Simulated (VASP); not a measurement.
Given:

```xyz
2
Lattice="1.8199 -3.1521 0.0000 1.8199 3.1521 0.0000 0.0000 0.0000 5.5713" Properties=species:S:1:pos:R:3 pbc="T T T"
Dy     1.8199     1.0507     1.3928
Dy     1.8199    -1.0507     4.1785
```

Method: r2SCAN meta-GGA, VASP's PBE PAW potentials (set 64) (plane waves; VASP). Numerical set-up: 400 eV cut-off, 13×13×8 Γ-centred mesh, tetrahedra with Blöchl corrections, potentials Dy_3.

The 4f electrons are frozen in the core of the lanthanide potential, so 4f levels, which can set the real gap, and their magnetism are missing.

### Question
What does the run give for the energy per atom (σ→0), band gap (over mesh and band path) with the smallest direct gap where there is one?

### Answer

```json
{
  "band gap (over mesh and band path)": "none (metal, semimetal or under 0.01 eV)",
  "energy per atom (σ→0)": "-31.972 eV/atom"
}
```

Total energies compare only between runs with the same potentials, cut-off and functional.

The compound is Dy in the hcp structure. It was relaxed first.
